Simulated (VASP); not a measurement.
The input files of a VASP run:

### KPOINTS
```
Automatic mesh
0
Gamma
14 14 14
0 0 0
```

### POSCAR
```
ZrN
1.0
  0.0000000000   2.2978447759   2.2978447759
  2.2978447759   0.0000000000   2.2978447759
  2.2978447759   2.2978447759   0.0000000000
Zr N
1 1
Cartesian
  0.0000000000   0.0000000000   0.0000000000
  2.2978447759   2.2978447759   2.2978447759
```

INCAR:
```
SIGMA = 0.1
LCHARG = .False.
PSTRESS = 50
ENCUT = 620   ! plane-wave cut-off (eV)
LREAL = .False.   ! projection in real space or not
EDIFF = 1E-6   ! SCF stop (eV)
ISMEAR = 1
EDIFFG = -0.02
ISIF = 3   ! ions, shape and volume
IBRION = 2   ! conjugate gradients
LASPH = .True.
NSW = 40
PREC = Accurate
LMAXMIX = 4   ! l cut-off of mixed one-centre charges
SYSTEM = ZrN
ALGO = Normal   ! blocked Davidson
NELM = 100   ! most electronic steps
GGA = PE
LWAVE = .False.
```

POTCAR, in this order: Zr_sv N (PBE.64 set). Program: vasp_std.

Task: Write an equivalent input for Quantum ESPRESSO's pw.x.

Result: One equivalent input (not run):
```
&CONTROL
  calculation = 'vc-relax'
  pseudo_dir = './pseudo'
  outdir = './out'
  tprnfor = .true.
  tstress = .true.
  nstep = 40
  forc_conv_thr = 0.00078
/
&SYSTEM
  ibrav = 0
  nat = 2
  ntyp = 2
  ecutwfc = 84
  occupations = 'smearing'
  smearing = 'methfessel-paxton'
  degauss = 0.00735
  input_dft = 'pbe'
/
&ELECTRONS
  conv_thr = 7.3e-08
  electron_maxstep = 100
/
&IONS
/
&CELL
  press = 50
/
ATOMIC_SPECIES
  Zr 91.224 Zr.upf
  N 14.007 N.upf
CELL_PARAMETERS angstrom
     0.0000000    2.2978448    2.2978448
     2.2978448    0.0000000    2.2978448
     2.2978448    2.2978448    0.0000000
ATOMIC_POSITIONS crystal
  Zr   0.0000000  0.0000000  0.0000000
  N    0.5000000  0.5000000  0.5000000
K_POINTS automatic
  14 14 14 0 0 0
```
Limits of the translation: the potentials are each code's own (VASP's PAW set, PseudoDojo norm-conserving files in pw.x), so ENCUT and ecutwfc are chosen apart and not converted; conv_thr bounds pw.x's estimated SCF error, while EDIFF bounds the energy change between steps; forc_conv_thr acts on force components and is met together with etot_conv_thr.

The compound is ZrN in the rock salt structure. This run relaxes it under an external pressure of 5 GPa. Symmetry was kept, so distortions that lower it aren't found.
